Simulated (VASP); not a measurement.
The input files of a VASP run:

**POSCAR**
```
FeO
1
    4.4165325311     2.2082914490     2.2083343837
    2.2083424437     4.4165137856     2.2082813666
    2.2083096801     2.2083105863     4.4165146129
Fe O
2 2
Direct
  0.0000000000   0.0000000000   0.0000000000
  0.5000000000   0.5000000000   0.5000000000
  0.2500000000   0.2500000000   0.2500000000
  0.7500000000   0.7500000000   0.7500000000
```

KPOINTS:
```
Automatic mesh
0
Gamma
6 6 6
0 0 0
```

**INCAR**
```
SYSTEM = FeO
PREC = Accurate
ENCUT = 520
EDIFF = 1E-6
NELM = 100
ALGO = Normal
LREAL = .FALSE.
LASPH = .TRUE.
ISMEAR = 0
SIGMA = 0.05
GGA = PE
LMAXMIX = 4
ISPIN = 2
MAGMOM = 4.0 -4.0 0.0 0.0
LORBIT = 10
LWAVE = .FALSE.
LCHARG = .FALSE.
ISIF = 2
```

POTCAR, in this order: Fe O (PBE.64 set). Program: vasp_std.

Task: Does this input run properly? What does VASP do?

Result: There is a fault: the lattice vectors carry noise near SYMPREC. VASP stops with an error: IBZKPT: not all point group operations associated with the symmetry operators of the crystalline lattice are members of the point group of the reciprocal lattice. ----> I REFUSE TO CONTINUE WITH THIS SICK JOB ... BYE!!! <----

### standard output
```
 POSCAR found type information on POSCAR FeO
 POSCAR found :  2 types and       4 ions
 Reading from existing POTCAR
 Reading from existing POTCAR

 -----------------------------------------------------------------------------
|                                                                             |
|           W    W    AA    RRRRR   N    N  II  N    N   GGGG   !!!           |
|           W    W   A  A   R    R  NN   N  II  NN   N  G    G  !!!           |
|           W    W  A    A  R    R  N N  N  II  N N  N  G       !!!           |
|           W WW W  AAAAAA  RRRRR   N  N N  II  N  N N  G  GGG   !            |
|           WW  WW  A    A  R   R   N   NN  II  N   NN  G    G                |
|           W    W  A    A  R    R  N    N  II  N    N   GGGG   !!!           |
|                                                                             |
|     Inconsistent Bravais lattice types found for crystalline and            |
|     reciprocal lattice:                                                     |
|                                                                             |
|        Crystalline: rhombohedral (trigonal)                                 |
|        Reciprocal : base-centered monoclinic                                |
|                    (instead of rhombohedral (trigonal))                     |
|                                                                             |
|     In most cases this is due to inaccuracies in the specification of       |
|     the crytalline lattice vectors.                                         |
|                                                                             |
|     Suggested SOLUTIONS:                                                    |
|      ) Refine the lattice parameters of your structure,                     |
|      ) and/or try changing SYMPREC.                                         |
|                                                                             |
 -----------------------------------------------------------------------------

 LDA part: xc-table for (Slater+PW92), standard interpolation

 -----------------------------------------------------------------------------
|                                                                             |
|     EEEEEEE  RRRRRR   RRRRRR   OOOOOOO  RRRRRR      ###     ###     ###     |
|     E        R     R  R     R  O     O  R     R     ###     ###     ###     |
|     E        R     R  R     R  O     O  R     R     ###     ###     ###     |
|     EEEEE    RRRRRR   RRRRRR   O     O  RRRRRR       #       #       #      |
|     E        R   R    R   R    O     O  R   R                               |
|     E        R    R   R    R   O     O  R    R      ###     ###     ###     |
|     EEEEEEE  R     R  R     R  OOOOOOO  R     R     ###     ###     ###     |
|                                                                             |
|     IBZKPT: not all point group operations associated with the symmetry     |
|     operators of the crystalline lattice are members of the point group     |
|     of the reciprocal lattice.                                              |
|                                                                             |
|       ---->  I REFUSE TO CONTINUE WITH THIS SICK JOB ... BYE!!! <----       |
|                                                                             |
 -----------------------------------------------------------------------------
```

To mend it, correct POSCAR.
POSCAR:
```
FeO
1
    4.4166000000     2.2083000000     2.2083000000
    2.2083000000     4.4166000000     2.2083000000
    2.2083000000     2.2083000000     4.4166000000
Fe O
2 2
Direct
  0.0000000000   0.0000000000   0.0000000000
  0.5000000000   0.5000000000   0.5000000000
  0.2500000000   0.2500000000   0.2500000000
  0.7500000000   0.7500000000   0.7500000000
```
The mended run (PBE GGA, plane waves, VASP's PBE PAW potentials (set 64)) converges, and its OSZICAR ends with
```
   1 F= -.29673267E+02 E0= -.29671021E+02  d E =-.449267E-02  mag=    -0.0000
```

The compound is FeO in the rock salt, AFM-II order structure. The cell was not relaxed at this level.
